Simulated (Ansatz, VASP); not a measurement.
# Y2CF2 (Y2CF2 MXene, 1 layer) in two plane-wave programs

Wanted: the spread between two codes on one cell, functional and k mesh. The structure shown is the start of the Ansatz relaxation below; VASP solves that cell, so the two are compared at the walk's first step.

Method: plane waves, with VASP 6.6.1 beside it; single point at PBE, in Ansatz 0.2.0.

### Step 1. The starting structure

The cell holds 5 atoms: 2 F, 2 Y and 1 C. Cell: a = 3.478 Å, b = 3.478 Å, c = 21.905 Å, α = 90.0°, β = 90.0°, γ = 120.0°. Vacuum lies along c.

As a file:

```cif
data_structure
_symmetry_space_group_name_H-M 'P 1'
_symmetry_Int_Tables_number 1
_cell_length_a 3.4778
_cell_length_b 3.4778
_cell_length_c 21.9048
_cell_angle_alpha 90.000
_cell_angle_beta 90.000
_cell_angle_gamma 120.000
_cell_volume 229.44
loop_
_atom_site_label
_atom_site_type_symbol
_atom_site_fract_x
_atom_site_fract_y
_atom_site_fract_z
_atom_site_occupancy
F1 F 0.33333 0.66667 0.38804 1
F2 F 0.66667 0.33333 0.61196 1
Y3 Y 0.66667 0.33333 0.43735 1
Y4 Y 0.33333 0.66667 0.56265 1
C5 C 0.00000 0.00000 0.50000 1
```

### Step 2. Ansatz: relaxation, PBE

Ansatz runs on its default PAW (the set named soft_2) files.

The two programs are compared at the cell with which this relaxation starts, whose forces are those of its first step.

input.yaml

```yaml
crystal:
  lattice:
    - [3.47776, 0.0, 0.0]
    - [-1.73888, 3.0118285083, 0.0]
    - [0.0, 0.0, 21.9048287096]
  atoms:
    - { symbol: F, position: [0.3333333333, 0.6666666667, 0.3880422948] }
    - { symbol: "Y", position: [0.6666666667, 0.3333333333, 0.4373548427] }
    - { symbol: C, position: [0.0, 0.0, 0.5] }
    - { symbol: "Y", position: [0.3333333333, 0.6666666667, 0.5626451573] }
    - { symbol: F, position: [0.6666666667, 0.3333333333, 0.6119577052] }
kpoints:
  mp_grid: { grid: [12, 12, 1] }
hamiltonian:
  xc: pbe
scf:
  occupations: { method: fermi_dirac, width: 0.05 }
  convergence: { dr2_threshold: 1.0e-08 }
efield:
  axis: 3
  dipole_correction: true
  ramp_position: 0.97
  ramp_width: 0.04
relax:
  f_tol: 0.01
  cell: { fix: [c, alpha, beta] }
output:
  write_potential: true
  write_density: true
  volumetric_format: npy
```

Command:

```sh
ansatz run input.yaml --threads 4 --pin off --max-ram 8192MiB --backend cpu --events-out ev --progress --plain --runs-dir out
```

Numbers of over 12 decimals in the logs are rounded to 6 here.

The program printed:

```text
Warning: relax.cell: scf.convergence.dr2_threshold = 1e-8 eV is looser than the 5e-10 eV advised for a relaxation that steers and ends on the stress (1e-10 eV for each atom of the cell: 5). What an SCF threshold leaves in a stress goes as its square root, and in the free energy as the threshold itself, and one threshold admits the most on a small cell: [figures from the program's tests cut] Set scf.convergence.dr2_threshold to 5e-10 eV or tighter. The threshold is an SCF's pass mark: one that does not reach it within its budget of iterations ends unconverged, or closes short of it on a stop that the run arms, and scf.convergence.dr2_threshold's page says what that costs each kind of run
Engine: ansatz 0.2.0, aarch64-unknown-linux-gnu
Pseudopotentials: kind: paw
Pseudopotential: F, paw, valence charge 7, recommended cutoff 420 eV (normal), F.paw.azcp
Pseudopotential: Y, paw, valence charge 11, recommended cutoff 420 eV (normal), Y.paw.azcp
Pseudopotential: C, paw, valence charge 4, recommended cutoff 420 eV (normal), C.paw.azcp
Functional definition: PBE
  parameter kappa = 0.804
  parameter beta = 0.066725
  exchange = pbe_x(kappa = kappa, mu = beta*pi^2/3)
  correlation = pbe_c(beta = beta)
Crystal: 5 atoms, lattice volume = 229.440 Å³
Basis set: ecut = 420 eV, 4495 PW (Γ), exchange–correlation on 48×48×300 points (8 copies of the dense FFT grid, shifted against one another)
Bands: 25, of which v1, the nominal top of the filled ones, is band 20 counted from 1 (19 counted from 0)
Symmetry: 6 space group operations
k-points: 19 of 144 (time reversal used)
Non-local potential: F, projectors of the file, l = 0: 2, l = 1: 2, l = 2: 1
Non-local potential: Y, projectors of the file, l = 0: 3, l = 1: 2, l = 2: 2, l = 3: 1
Non-local potential: C, projectors of the file, l = 0: 2, l = 1: 2, l = 2: 1
PAW form: soft (Blöchl's): semilocal exchange-correlation on the pseudo side does not see the compensation charge
PAW one-centre angular grid: F, 110 points (default); XC on 64 Gauss nodes
PAW one-centre angular grid: Y, 590 points (default); XC on 64 Gauss nodes
PAW one-centre angular grid: C, 110 points (default); XC on 64 Gauss nodes
Initial density: superposition of atomic densities (neutral atoms: chi_scale 0, normalization atom), corrected by the library's trained network
Initial wavefunctions: pseudopotential atomic-orbital guess
Functional: x = pbe(κ = 0.804, μ = 0.219515), c = pbe(β = 0.066725)
SCF iter   1: F=—  HF=-9571.215187 eV  |F-HF|=—  |Δ(HF+E_count)|=         —  Δρ=3.09e-3  dr2=2.60e-2  ethr=1.77e-3  p=-0.000 e·Å  D=-3.43e-5 V/Å  ΔV_dip=0.00 eV  dr2_dipole=6.69e-9  V_vac-E_F(+/−)=2.58/2.58 eV  ⟨swp⟩=6.7  Hψ=2467  notcnv=0
efield: sawtooth ramp at fractional position 0.9700 (set: `efield.ramp_position`, or a place that a band, a saddle search or an elastic batch's reference lends), width 0.0400; the density the first Hamiltonian is built on has a dipole p = -0.000 e·Å; the dipole correction subtracts the counter field D = -3.43e-5 V/Å, which shifts the + side's vacuum level by +0.00 eV against the − side's; the planar-averaged density in the ramp window peaks in size at 1.6e-5 e/Å³
preconditioner: auto → none  [insulator: Δε(μ)=0.956 eV  Ē_g=14.768 eV  σ=0.050 eV  W_gap=1.00  n_scr=14 (ndim 8)  ℏωp=13.9 eV  f_vac=0.667  D(μ)=0.00/eV (n_scr^D=0)  ε∞_Penn≈1.9]
SCF iter   2: F=—  HF=-9571.214406 eV  |F-HF|=—  |Δ(HF+E_count)|=   7.81e-4  Δρ=2.22e-3  dr2=2.22e-2  ethr=6.49e-5  p=0.000 e·Å  D=1.71e-5 V/Å  ΔV_dip=-0.00 eV  dr2_dipole=2.89e-8  V_vac-E_F(+/−)=2.93/2.93 eV  ⟨swp⟩=2.6  Hψ=995  notcnv=0  defer=10
SCF iter   3: F=—  HF=-9571.210503 eV  |F-HF|=—  |Δ(HF+E_count)|=   3.90e-3  Δρ=1.07e-3  dr2=2.23e-3  ethr=5.54e-5  p=-0.000 e·Å  D=-4.04e-5 V/Å  ΔV_dip=0.00 eV  dr2_dipole=5.36e-8  V_vac-E_F(+/−)=2.82/2.82 eV  ⟨swp⟩=2.0  Hψ=733  notcnv=0  defer=10
SCF iter   4: F=—  HF=-9571.210251 eV  |F-HF|=—  |Δ(HF+E_count)|=   2.52e-4  Δρ=3.98e-4  dr2=2.36e-4  ethr=5.58e-6  p=0.000 e·Å  D=1.19e-4 V/Å  ΔV_dip=-0.00 eV  dr2_dipole=7.11e-7  V_vac-E_F(+/−)=2.91/2.91 eV  ⟨swp⟩=2.0  Hψ=661  notcnv=0  defer=10
SCF iter   5: F=—  HF=-9571.210251 eV  |F-HF|=—  |Δ(HF+E_count)|=   5.38e-7  Δρ=9.11e-5  dr2=3.04e-5  ethr=5.90e-7  p=-0.000 e·Å  D=-2.90e-4 V/Å  ΔV_dip=0.01 eV  dr2_dipole=4.12e-6  V_vac-E_F(+/−)=2.95/2.94 eV  ⟨swp⟩=2.0  Hψ=638  notcnv=0  defer=10
SCF iter   6: F=—  HF=-9571.210308 eV  |F-HF|=—  |Δ(HF+E_count)|=   5.70e-5  Δρ=6.94e-5  dr2=1.06e-4  ethr=7.59e-8  p=0.001 e·Å  D=7.06e-4 V/Å  ΔV_dip=-0.02 eV  dr2_dipole=2.43e-5  V_vac-E_F(+/−)=2.94/2.96 eV  ⟨swp⟩=2.2  Hψ=788  notcnv=0  defer=10
[...]
SCF 7 converged in 7 iterations: F = -9571.442496 eV  dr2 = 3.93e-9
relax step   7: F+E_penalty+E_count = -9571.44249643 eV  Δ(F+E_penalty+E_count) = +1.989e-4 eV  max|allowed force component| = 3.131e-4 eV/Å  Δτ_max = 0.0020 Å  P = +0.006 GPa  Ω = 242.238 Å³  energy of the carried Pulay correction = -4.683e-4 eV  fix = [c, alpha, beta]  reactions: c -0.002 GPa  (7 SCF iters, accepted)
iter 1 solved again at ethr=5.02e-8 eV; its pass at ethr=3.10e-3 eV (dr2=2.01e-5 eV) is discarded
SCF iter   1: F=—  HF=-9571.442981 eV  |F-HF|=—  |Δ(HF+E_count)|=         —  Δρ=1.37e-5  dr2=7.96e-8  ethr=5.02e-8  p=-0.000 e·Å  D=-1.12e-6 V/Å  ΔV_dip=0.00 eV  dr2_dipole=7.08e-11  V_vac-E_F(+/−)=3.68/3.68 eV  ⟨swp⟩=4.2  Hψ=3947  notcnv=0
efield: sawtooth ramp at fractional position 0.9700 (set: `efield.ramp_position`, or a place that a band, a saddle search or an elastic batch's reference lends), width 0.0400; the density the first Hamiltonian is built on has a dipole p = -0.000 e·Å; the dipole correction subtracts the counter field D = -1.12e-6 V/Å, which shifts the + side's vacuum level by +0.00 eV against the − side's; the planar-averaged density in the ramp window peaks in size at 2.2e-7 e/Å³
preconditioner: auto → none  [insulator: Δε(μ)=1.138 eV  Ē_g=16.153 eV  σ=0.050 eV  W_gap=1.00  n_scr=14 (ndim 8)  ℏωp=14.3 eV  f_vac=0.663  D(μ)=0.00/eV (n_scr^D=0)  ε∞_Penn≈1.8]
SCF iter   2: F=—  HF=-9571.442955 eV  |F-HF|=—  |Δ(HF+E_count)|=   2.59e-5  Δρ=6.73e-6  dr2=6.15e-8  ethr=1.99e-10  p=0.000 e·Å  D=4.02e-6 V/Å  ΔV_dip=-0.00 eV  dr2_dipole=7.47e-10  V_vac-E_F(+/−)=3.68/3.68 eV  ⟨swp⟩=3.0  Hψ=970  notcnv=0
SCF iter   3: F=—  HF=-9571.442959 eV  |F-HF|=—  |Δ(HF+E_count)|=   3.95e-6  Δρ=3.87e-6  dr2=1.67e-8  ethr=1.54e-10  p=-0.000 e·Å  D=-7.41e-6 V/Å  ΔV_dip=0.00 eV  dr2_dipole=2.61e-9  V_vac-E_F(+/−)=3.68/3.68 eV  ⟨swp⟩=2.0  Hψ=665  notcnv=0
SCF iter   4: F=—  HF=-9571.442963 eV  |F-HF|=—  |Δ(HF+E_count)|=   3.62e-6  Δρ=2.79e-6  dr2=7.70e-8  ethr=2.50e-11  p=0.000 e·Å  D=1.89e-5 V/Å  ΔV_dip=-0.00 eV  dr2_dipole=1.70e-8  V_vac-E_F(+/−)=3.68/3.68 eV  ⟨swp⟩=13.0  Hψ=3622  notcnv=0  recentre
SCF iter   5: F=-9571.442965 eV  HF=-9571.442963 eV  |F-HF|=1.47e-6  |Δ(HF+E_count)|=   4.66e-7  Δρ=1.51e-6  dr2=2.67e-9  ethr=2.50e-11  p=-0.000 e·Å  D=-3.03e-6 V/Å  ΔV_dip=0.00 eV  dr2_dipole=4.42e-10  V_vac-E_F(+/−)=3.68/3.68 eV  ⟨swp⟩=6.9  Hψ=3133  notcnv=0
SCF 8 converged in 5 iterations: F = -9571.442965 eV  dr2 = 2.67e-9
relax step   8: F+E_penalty+E_count = -9571.44296471 eV  Δ(F+E_penalty+E_count) = -4.683e-4 eV  max|allowed force component| = 2.641e-4 eV/Å  Δτ_max = 0.0000 Å  P = +0.007 GPa  Ω = 242.238 Å³  fix = [c, alpha, beta]  reactions: c -0.002 GPa  stress off target by 1.20e-2 GPa on what of the cell is left free  SCF on the basis re-selected at this cell (its energy is not comparable with the rows above)  (5 SCF iters)
basis re-selected at this cell: Δ(F+E_penalty+E_count) = -4.683e-4 eV, ΔP = +0.002 GPa vs the last step (what re-selecting the basis moved, of the pressure what is left beyond the Pulay correction that the steps carried, after the strain that the cell walked since its last selection, with what the two solves' SCF thresholds leave and, on support functions, any second-order correction that the steps lacked; it is no m [...]
WARN: The output density's exchange-correlation potential varies sharply where the density is thin. Do not read a vacuum level from v_tot or v_xc, or from such a field of the output density. On a cell that repeats whose density bears no net charge and no dipole along the vacuum's axis use v_es (v_loc + v_h of the components); under efield.dipole_correction with no amplitude use v_es + v_field, which holds any externa [...]
SCF converged after 5 iterations
Free energy (F): -9571.442965 eV
Harris-Foulkes:  -9571.442963 eV  (|F-HF|=1.47e-6)
Internal energy: -9571.442963 eV  (E = F + TS)
E sigma→0 (E₀):  -9571.442964 eV
Entropy (-TS):   -0.000001 eV (-0.000 meV/atom)
Fermi energy:    0.756734 eV
Dipole field:    D = 0.000023 V/Å  (p = 0.000030 e·Å, saw-weighted, corrected)
Work function:   Φ+ = 3.6826 eV   Φ− = 3.6831 eV
Levels:          The Fermi level and band energies are counted from a zero that moves with the ramp; work functions are not
--- Per-component energies (eV) ---
  E_band       = -603.522880
  E_kinetic    = 1113.246370
  E_local      = -26042.715036  (includes V_loc(G=0)·N_el)
  E_nonlocal   = 272.290645
  E_hartree    = 12481.989210
  E_xc         = -557.388885
  E_vxc        = -666.216513  (∫ρ·V_xc dr)
  E_paw        = -6150.091350  (= ΣΔE_a)
  E_vpaw       = -244.111006  (= ΣTr[D̂ρ^β])
  E_aug_tail   = 0.004129  (compensation charges beyond the density's cutoff)
  E_efield     = 0.000000  (sawtooth field / dipole correction)
  E_vefield    = -0.000199  (∫n·V_field dr)
  E_ewald      = 9311.221954
  E_smearing   = -0.000001  (= −TS)
  E_closure    = 0.000000  (closes the sum)
  Σ components = -9571.442965   (vs F -9571.442965, Δ=0.00e0)
--- Forces (eV/Å), atoms counted from 1 ---
  atom   1  F      0.00000000     0.00000000     0.00023466
  atom   2  Y      0.00000000     0.00000000     0.00023903
  atom   3  C      0.00000000    -0.00000000    -0.00007367
  atom   4  Y     -0.00000000    -0.00000000    -0.00016854
  atom   5  F      0.00000000    -0.00000000    -0.00027229
  max |Σ_I F_I| component: 4.08e-5 eV/Å
--- Stress (GPa, compression-positive) ---
        0.011957       0.000000       0.000000
        0.000000       0.011957      -0.000000
        0.000000      -0.000000      -0.001600
  P = ⅓ Tr σ = 0.0074 GPa (0.074 kbar)
--- Band table (eV; the first three rows and the last of 19) ---
  k-point 0: bands = [... 16 lower, -5.3896, -1.3069, 0.1691, 0.1691, 2.9646, 3.1415, 3.3170, 3.3170, ... 1 higher]
  k-point 1: bands = [... 16 lower, -5.3444, -1.2207, -0.0463, 0.1426, 2.9715, 3.1169, 3.3129, 3.4497, ... 1 higher]
  k-point 2: bands = [... 16 lower, -5.3049, -1.0176, -0.4904, 0.0850, 2.5516, 3.2756, 3.5542, 3.7470, ... 1 higher]
  k-point 18: bands = [... 16 lower, -5.3251, -1.0546, -1.0545, -0.4379, 3.1581, 4.1147, 4.1147, 4.8074, ... 1 higher]
--- Relaxed structure (6 steps of the walk, 5 accepted, 2 SCFs on fresh bases) ---
  F+E_penalty+E_count = -9571.44296471 eV   max|allowed force component| = 2.641e-4 eV/Å   (the final SCF, on the basis selected at the relaxed cell)
  cell:  # Å, volume = 242.2379 Å³
    - [3.573434, 0, 0]
    - [-1.786717, 3.094685, 0]
    - [0, 0, 21.9048287096]
  atoms:
    - { symbol: F, position: [0.333333, 0.666667, 0.383855] }
    - { symbol: Y, position: [0.666667, 0.333333, 0.437354] }
    - { symbol: C, position: [0, 0, 0.500000] }
    - { symbol: Y, position: [0.333333, 0.666667, 0.562646] }
    - { symbol: F, position: [0.666667, 0.333333, 0.616145] }
```

Reading the cycles: dr2 is the Hartree energy of the density residual (eV), the measure of convergence; HF is the Harris–Foulkes estimate of the energy, which meets the free energy F at convergence.

(Continued in part 2 of 2.)

[Lines on the potential files, build, host, timing and source positions are cut from VASP's logs without a mark.]

[Logs are printed without paths, hosts, clocks, repeated set-up lines and the standing remarks that a program may print on its own settings, such as how far it seeks lower states.]

[Hosts, paths, dates, database ids (printed as entryN), source tags and the programs' standing remarks are cut or masked in the printed files.]
